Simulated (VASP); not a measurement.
Runs of VASP 6.6.1 on CdSe. It takes space group F-43m (No. 216, cubic). The conventional cell has a = 6.008 Å, b = 6.008 Å, c = 6.008 Å, α = 90.00°, β = 90.00°, γ = 90.00°. Cd (site symmetry -43m) has 4 Se at 2.60 Å as nearest neighbours. Se (site symmetry -43m) is surrounded by 4 Cd at 2.60 Å. Measurements of this composition are mostly on another form, of space group No. 186.

| task | cell | k mesh | cutoff (eV) | smearing | gap on the mesh (eV) | pressure (GPa) | relaxed volume (Å³/atom) |
| --- | --- | --- | --- | --- | --- | --- | --- |
| single point | cell and atoms relaxed tightly for response | 10 × 10 × 10 | 520 | gaussian 0.01 eV | 0.44 | 0.5 | - |
| relaxation of cell and atoms | relaxed from: cell and atoms relaxed tightly for response | 10 × 10 × 10 | 600 | gaussian 0.01 eV | 0.42 | 0.0 | 27.31 |
| single point | F-43m, 27.11 Å³/atom | 10 × 10 × 10 | 520 | gaussian 0.01 eV | 0.44 | 0.5 | - |
| single point | F-43m, 28.94 Å³/atom | 6 × 6 × 6 | 520 | gaussian 0.1 eV | (a) | -2.9 | - |
| relaxation of cell and atoms | relaxed | 10 × 10 × 10 | 600 | gaussian 0.01 eV | 0.42 | 0.0 | 27.31 |

Alike in all rows: level LDA; potentials or basis VASP PAW LDA potentials, release 64 (Cd, Se); no spin polarisation.

Fill in the values left out.

(a) 0.30.

A k mesh can miss the band edges, and the runs leave out spin-orbit coupling on Cd, Se.
